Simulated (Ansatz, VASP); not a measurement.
# One calculation of Hf3ZnIr, two programs

File INCAR:

```
PREC = Accurate ; ENCUT = 520
EDIFF = 1E-7 ; ISMEAR = 0
SIGMA = 0.1 ; LREAL = False
LASPH = True ; NELM = 150
ALGO = Normal ; ISIF = 2
LWAVE = False ; LCHARG = True
ISPIN = 2 ; MAGMOM = 0 0 0 0 1
LORBIT = 11 ; LMAXMIX = 4
GGA = PE ; LELF = True
LVHAR = True ; NBANDS = 38
```

Contents of KPOINTS:

```
Automatic mesh
0
Gamma
  4 4 4
```

File POSCAR:

```
Hf3ZnIr
1.0
    4.8370749300      0.0000000000      0.0000000000
    0.0000000000      4.8370749300      0.0000000000
    0.0000000000      0.0000000000      4.8370749300
Hf Zn Ir
3 1 1
Direct
    0.0000000000      0.5000000000      0.5000000000
    0.5000000000      0.0000000000      0.5000000000
    0.5000000000      0.5000000000      0.0000000000
    0.5000000000      0.5000000000      0.5000000000
    0.0000000000      0.0000000000      0.0000000000
```

Input for Ansatz:

```yaml
crystal:
  lattice:
    - [4.83707493, 0.0, 0.0]
    - [0.0, 4.83707493, 0.0]
    - [0.0, 0.0, 4.83707493]
  atoms:
    - { symbol: Hf, position: [0.0, 0.5, 0.5] }
    - { symbol: Hf, position: [0.5, 0.0, 0.5] }
    - { symbol: Hf, position: [0.5, 0.5, 0.0] }
    - { symbol: Zn, position: [0.5, 0.5, 0.5] }
    - { symbol: Ir, position: [0.0, 0.0, 0.0], spin: 1.0 }
basis:
  ecutwfc: 420
kpoints:
  mp_grid: { grid: [4, 4, 4] }
hamiltonian:
  xc: pbe
scf:
  occupations: { method: gaussian, width: 0.1 }
  lower_state_search: "off"
output:
  forces: true
  stress: true
  eigenvalues: true
  populations: true
magnetization:
  spin_polarized: true
```

Change from the starting cell: species swapped into the Ca3BiP type (Pm-3m, No. 221).

Alike in both runs: task single point; functional PBE; k mesh 4 × 4 × 4; occupations gaussian, width 0.1 eV; collinear spin.

|  | VASP | Ansatz |
| --- | --- | --- |
| version | VASP 6.6.1 | Ansatz 0.2.0 |
| potentials or method | VASP PAW PBE potentials, release 64 (Hf_pv, Zn, Ir) | scalar-relativistic, plane waves, PAW |
| plane-wave cutoff (eV) | 520 | 420 |
| valence electrons in the cell | 51 | 107 |

|  | VASP | Ansatz | Ansatz less VASP |
| --- | --- | --- | --- |
| gap on the k mesh at the Fermi level (eV) | none | none | - |
| pressure (GPa) | -3.8 | -3.3 | +0.52 |
| net moment per atom (μB) | 0.00 | 0.00 | 0.000 |

A gap of «none» marks a metal or a gap that the smearing closes. The two sets of potentials don't hold the same shells in valence. Ansatz warned: «seeded_moment_not_kept».

Spin-orbit coupling is left out, which matters for the levels of Hf, Ir.
